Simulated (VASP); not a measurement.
```
CELL_PARAMETERS angstrom
      1.46742    -2.54165     0.00000
      1.46742     2.54165     0.00000
      0.00000     0.00000     4.65225
ATOMIC_POSITIONS crystal
  Ti 0.33333 0.66667 0.25000
  Ti 0.66667 0.33333 0.75000
```

These are PBE GGA, VASP's PBE PAW potentials (set 64) (plane waves; VASP) values and carry that method's errors. Numerical set-up: 520 eV cut-off, Gaussian smearing of 0.050 eV, potentials Ti_sv.

Q: Predict the band gap (along the path) with the smallest direct gap where there is one.

A: 
```yaml
band gap (along the path): none (metal, semimetal or under 0.01 eV)
```

Total energies compare only between runs with the same potentials, cut-off and functional.

The compound is Ti in the hcp structure. It was relaxed first.
